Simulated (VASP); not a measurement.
Here is the system:

```
CELL_PARAMETERS angstrom
      4.40298     0.00000     0.00000
      0.00000     4.40298     0.00000
      0.00000     0.00000     4.40298
ATOMIC_POSITIONS crystal
  Fe 0.86296 0.63704 0.36296
  Fe 0.36296 0.86296 0.63704
  Fe 0.13704 0.13704 0.13704
  Fe 0.63704 0.36296 0.86296
  Si 0.15870 0.34130 0.65870
  Si 0.65870 0.15870 0.34130
  Si 0.84130 0.84130 0.84130
  Si 0.34130 0.65870 0.15870
```

Level of theory: r2SCAN meta-GGA, VASP's PBE PAW potentials (set 64) (plane waves; VASP). Run with 400 eV cut-off, 6×6×6 Γ-centred mesh, tetrahedra with Blöchl corrections, potentials Fe Si.

The cores are frozen, which limits the accuracy of field gradients.

**Question.** Give the principal components of the electric field gradient (V/Å²) and the asymmetry η at each nucleus.

**Answer.** 
```
atom    Vxx    Vyy    Vzz     η
----  -----  -----  -----  ----
Fe1   -27.7  -27.7   55.4  0.00
Fe2   -27.7  -27.7   55.4  0.00
Fe3   -27.7  -27.7   55.4  0.00
Fe4   -27.7  -27.7   55.4  0.00
Si5    15.6   15.6  -31.3  0.00
Si6    15.6   15.6  -31.3  0.00
Si7    15.6   15.6  -31.3  0.00
Si8    15.6   15.6  -31.3  0.00
```

The compound is FeSi in the B20 structure. It was relaxed first, which changed the volume by -6 %. The run is not spin-polarised, so no magnetic state was tried.
